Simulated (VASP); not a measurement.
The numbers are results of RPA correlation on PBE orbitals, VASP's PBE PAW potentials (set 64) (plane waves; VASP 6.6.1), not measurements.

VASP ran on this input.

**KPOINTS**
```
Automatic mesh
0
Gamma
6 6 6
0 0 0
```

### INCAR
```
SYSTEM = BP
PREC = Normal; ENCUT = 500; LREAL = .FALSE.
LASPH = .TRUE.; NBANDS = 609
ALGO = ACFDT
ISMEAR = 0; SIGMA = 0.01
GGA = PE
LWAVE = .FALSE.; LCHARG = .FALSE.
NOMEGA = 12; ENCUTGW = 300
```

**POSCAR**
```
BP
4.540
  0.0000000000   0.5000000000   0.5000000000
  0.5000000000   0.0000000000   0.5000000000
  0.5000000000   0.5000000000   0.0000000000
B P
1 1
Direct
  0.0000000000   0.0000000000   0.0000000000
  0.2500000000   0.2500000000   0.2500000000
```

POTCAR, in this order: B_GW P_GW (PBE.64 set). Program: vasp_std. Read from the step before: WAVECAR, WAVEDER.

What VASP printed:

OSZICAR:
```
energies w=
    0.000    0.326    0.000    1.066    0.000    2.100    0.000    3.746
    0.000    6.550    0.000   11.520    0.000   20.580    0.000   37.549
    0.000   70.290    0.000  136.114    0.000  279.829    0.000  695.234
NQ=   1    0.0000    0.0000    0.0000,
 performed       6170000 updates of chi_q(r,r)
NQ=   2    0.1667    0.0000    0.0000,
 performed      12340000 updates of chi_q(r,r)
NQ=   3    0.3333    0.0000    0.0000,
 performed      18510000 updates of chi_q(r,r)
NQ=   4    0.5000    0.0000    0.0000,
 performed      24680000 updates of chi_q(r,r)
NQ=   5    0.1667    0.1667    0.0000,
 performed      30850000 updates of chi_q(r,r)
NQ=   6    0.3333    0.1667    0.0000,
 performed      37020000 updates of chi_q(r,r)
NQ=   7    0.5000    0.1667    0.0000,
 performed      43190000 updates of chi_q(r,r)
NQ=   8   -0.3333    0.1667    0.0000,
 performed      49360000 updates of chi_q(r,r)
NQ=   9   -0.1667    0.1667    0.0000,
 performed      55530000 updates of chi_q(r,r)
NQ=  10    0.3333    0.3333    0.0000,
 performed      61700000 updates of chi_q(r,r)
NQ=  11    0.5000    0.3333    0.0000,
 performed      67870000 updates of chi_q(r,r)
NQ=  12   -0.3333    0.3333    0.0000,
 performed      74040000 updates of chi_q(r,r)
NQ=  13    0.5000    0.5000    0.0000,
 performed      80210000 updates of chi_q(r,r)
NQ=  14    0.5000    0.3333    0.1667,
 performed      86380000 updates of chi_q(r,r)
NQ=  15   -0.3333    0.3333    0.1667,
 performed      92550000 updates of chi_q(r,r)
NQ=  16   -0.3333    0.5000    0.1667,
 performed      98720000 updates of chi_q(r,r)
```

OUTCAR:
```


      cutoff energy     smooth cutoff   RPA   correlation   Hartree contr. to MP2
---------------------------------------------------------------------------------
            300.000           240.000      -12.7370955694      -20.5138688893
            285.714           228.571      -12.7102224759      -20.4859098543
            272.109           217.687      -12.6813548479      -20.4557972078
            259.151           207.321      -12.6502927060      -20.4233102475
            246.811           197.449      -12.6170169579      -20.3884238028
            235.058           188.046      -12.5811973642      -20.3507873643
            223.865           179.092      -12.5428672447      -20.3104125270
            213.204           170.564      -12.5015875111      -20.2668001025
  linear regression
  converged value                          -13.0888630698      -20.8832020351
```
(Selected blocks of OUTCAR.)

The mesh is coarse, so the correlation energy is not converged in k-points.

The compound is BP in the zinc blende structure. The cell was not relaxed at this level.
